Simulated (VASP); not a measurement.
Data:

```
CELL_PARAMETERS angstrom
      2.90958     0.00000     0.00000
      0.00000     4.11476     0.00000
      0.00000     0.00000    25.08137
ATOMIC_POSITIONS crystal
  Zn 0.50000 0.00000 0.33594
  Zn 0.50000 0.50000 0.41797
  Zn 0.50000 0.00000 0.50000
  Zn 0.50000 0.50000 0.58203
  Zn 0.50000 0.00000 0.66406
  Cu 0.00000 0.50000 0.33594
  Cu 0.00000 0.00000 0.41797
  Cu 0.00000 0.50000 0.50000
  Cu 0.00000 0.00000 0.58203
  Cu 0.00000 0.50000 0.66406
```

Calculation: PBEsol GGA, VASP's PBE PAW potentials (set 64) (plane waves; VASP). Settings: PREC = Normal, EDIFF = 1E-5, 400 eV cut-off, 9×7×1 Γ-centred mesh, first-order Methfessel-Paxton smearing of 0.10 eV, potentials Zn Cu.

Task: The ions are relaxed. Give the cell that the relaxation ends in.

Result: 
```
CELL_PARAMETERS angstrom
      2.90958     0.00000     0.00000
      0.00000     4.11476     0.00000
      0.00000     0.00000    25.08137
ATOMIC_POSITIONS crystal
  Zn 0.50000 0.00000 0.33153
  Zn 0.50000 0.50000 0.41921
  Zn 0.50000 0.00000 0.50000
  Zn 0.50000 0.50000 0.58079
  Zn 0.50000 0.00000 0.66847
  Cu 0.00000 0.50000 0.33893
  Cu 0.00000 0.00000 0.41686
  Cu 0.00000 0.50000 0.50000
  Cu 0.00000 0.00000 0.58314
  Cu 0.00000 0.50000 0.66107
```

Task: How much energy does the relaxation gain?

Result: The energy (σ→0) changes by -4.2 meV/atom, in 10 ionic steps.

| step | E(σ→0) (eV) | max force (eV/Å) | pressure (GPa) | volume (Å³) |
|---|---|---|---|---|
| 1 | -28.3496 | 0.293 | -1.34 | 300.28 |
| 2 | -28.3626 | 0.226 | -1.42 | 300.28 |
| 3 | -28.3790 | 0.086 | -1.53 | 300.28 |
| 4 | -28.3790 | 0.096 | -1.36 | 300.28 |
| 5 | -28.3818 | 0.095 | -1.30 | 300.28 |
| 6 | -28.3873 | 0.086 | -1.55 | 300.28 |
| 7 | -28.3868 | 0.185 | -1.58 | 300.28 |
| 8 | -28.3888 | 0.085 | -1.51 | 300.28 |
| 9 | -28.3914 | 0.031 | -1.59 | 300.28 |
| 10 | -28.3918 | 0.008 | -1.53 | 300.28 |

The cell is a thin slab with vacuum, built from CuZn (CsCl type): (110) face.
